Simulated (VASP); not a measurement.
Shape and ions are relaxed at each volume.

Energy against volume of FePt (L1_0). Method: PBE GGA with D4 dispersion, VASP's PBE PAW potentials (set 64) (plane waves; VASP).

| V (Å³/atom) | E (eV/atom) |
|---|---|
| 12.811 | -7.89843 |
| 13.220 | -7.92714 |
| 13.628 | -7.93532 |
| 14.037 | -7.92682 |
| 14.446 | -7.90406 |

Fit a third-order Birch-Murnaghan equation of state.

```json
{
  "volume_per_atom": "13.61 Å³/atom",
  "bulk_modulus": "222 GPa",
  "pressure_derivative_of_the_bulk_modulus": "5.14"
}
```

Measured: bulk modulus 208 GPa (computed value off by +6.6 %), as given by First-principles calculations on Fe-Pt nanoclusters of various morphologies. The calculation is for a static lattice, while the measured bulk modulus holds thermal and zero-point effects, which are part of the difference.

The compound is FePt in the L1_0 structure. It was relaxed first.
